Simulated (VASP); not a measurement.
Level of theory: PBEsol GGA, VASP's PBE PAW potentials (set 64) (plane waves; VASP).

VASP input:

POSCAR:
```
GaIn3P4
1
   -0.0000000000     2.8852555343     2.8852555343
    2.8852555343    -0.0000000000     2.8852555343
   11.5463116358    11.5463116358    -0.0052894985
In P Ga
3 4 1
Direct
  0.0099509134   0.0099509134   0.9925368149
  0.0002358192   0.0002358192   0.2498231356
  0.9910021659   0.9910021659   0.5067483756
  0.2536651200   0.2536651200   0.0597511600
  0.2443495654   0.2443495654   0.3167378260
  0.2355911960   0.2355911960   0.5733066030
  0.2646998314   0.2646998314   0.8014751264
  0.0005053886   0.0005053886   0.7496209586
```

KPOINTS:
```
k-points along high-symmetry lines
12
Line-mode
Reciprocal
  0.000000   0.000000   0.000000 ! GAMMA
  0.000000   0.000000  -0.500000 ! T

  0.000000   0.000000  -0.500000 ! T
 -0.328125   0.328125  -0.500000 ! H_2

 -0.343750   0.328125  -0.187500 ! H_0
  0.000000   0.500000   0.500000 ! L

  0.000000   0.500000   0.500000 ! L
  0.000000   0.000000   0.000000 ! GAMMA

  0.000000   0.000000   0.000000 ! GAMMA
 -0.335937   0.335937   0.000000 ! S_0

 -0.335937   0.328125  -0.343750 ! S_2
 -0.500000   0.000000  -1.000000 ! F

 -0.500000   0.000000  -1.000000 ! F
  0.000000   0.000000   0.000000 ! GAMMA
```

### INCAR
```
ALGO = Normal
EDIFF = 1E-7
ENCUT = 400
GGA = PS
ICHARG = 11
ISMEAR = 0
LASPH = T
LCHARG = F
LMAXMIX = 4
LORBIT = 11
LREAL = F
LWAVE = F
NELM = 100
PREC = Accurate
SIGMA = 0.05
SYSTEM = GaIn3P4
```

POTCAR, in this order: In_d P Ga_d (PBE.64 set). Program: vasp_std. Read from the step before: CHGCAR.

What VASP printed:

### OSZICAR
```
       N       E                     dE             d eps       ncg     rms          rms(c)
DAV:   1     0.643944783483E+03    0.64394E+03   -0.28362E+04  7241   0.176E+03
DAV:   2     0.643003035895E+02   -0.57964E+03   -0.56891E+03  7451   0.473E+02
DAV:   3    -0.259712244352E+02   -0.90272E+02   -0.87404E+02  8635   0.190E+02
DAV:   4    -0.314498735568E+02   -0.54786E+01   -0.54141E+01  9053   0.457E+01
DAV:   5    -0.316740402683E+02   -0.22417E+00   -0.22384E+00 11237   0.910E+00
DAV:   6    -0.316795921850E+02   -0.55519E-02   -0.55484E-02 11028   0.131E+00
DAV:   7    -0.316798917483E+02   -0.29956E-03   -0.29949E-03 11650   0.277E-01
DAV:   8    -0.316798994987E+02   -0.77504E-05   -0.77491E-05 11121   0.489E-02
DAV:   9    -0.316798999716E+02   -0.47287E-06   -0.47292E-06 10802   0.113E-02
DAV:  10    -0.316798999931E+02   -0.21493E-07   -0.21452E-07  7266   0.271E-03
   1 F= -.31679900E+02 E0= -.31679900E+02  d E =-.596807E-12
```

OUTCAR:
```
 val. band max:        5.0016999834   @ k =   0.0000   0.0000   0.0000

 cond. band min:       5.4930188135   @ k =   0.0000   0.0000   0.0000



 k-point     1 :       0.0000    0.0000    0.0000
  band No.  band energies     occupation
      1      -9.7373      2.00000
      2      -9.6714      2.00000
      3      -9.6714      2.00000
      4      -9.6125      2.00000
      5      -9.6125      2.00000
      6      -9.2920      2.00000
      7      -9.2462      2.00000
      8      -9.1964      2.00000
      9      -9.1898      2.00000
     10      -9.1898      2.00000
     11      -9.1681      2.00000
     12      -9.1681      2.00000
     13      -9.1403      2.00000
     14      -9.1403      2.00000
     15      -9.0394      2.00000
     16      -9.0394      2.00000
     17      -9.0224      2.00000
     18      -9.0224      2.00000
     19      -8.9965      2.00000
     20      -8.9965      2.00000
     21      -6.8334      2.00000
     22      -6.1362      2.00000
     23      -6.0169      2.00000
     24      -4.9645      2.00000
     25      -1.0764      2.00000
     26       1.2527      2.00000
     27       1.4220      2.00000
     28       3.7530      2.00000
     29       3.7531      2.00000
     30       4.3300      2.00000
     31       4.3300      2.00000
     32       4.4943      2.00000
     33       4.4943      2.00000
     34       4.8685      2.00000
     35       5.0017      2.00000
     36       5.0017      2.00000
     37       5.4930      0.00000
     38       6.1892      0.00000
     39       6.8074      0.00000
     40       6.9965      0.00000
     41       8.7785      0.00000
     42       8.7807      0.00000
     43       8.8933      0.00000

 k-point     2 :       0.0000    0.0000   -0.0455
  band No.  band energies     occupation
      1      -9.7374      2.00000
      2      -9.6714      2.00000
      3      -9.6714      2.00000
      4      -9.6125      2.00000
      5      -9.6125      2.00000
      6      -9.2920      2.00000
...
```

The density is held fixed in this step, so its total energy and stress have no physical meaning. Unless said otherwise, spin-orbit coupling is left out, though it shifts the bands of the heavy elements here.

The structure was generated: GaIn3P4 was put into an ordered model structure (R3m), which need not be its known phase. It was relaxed first.
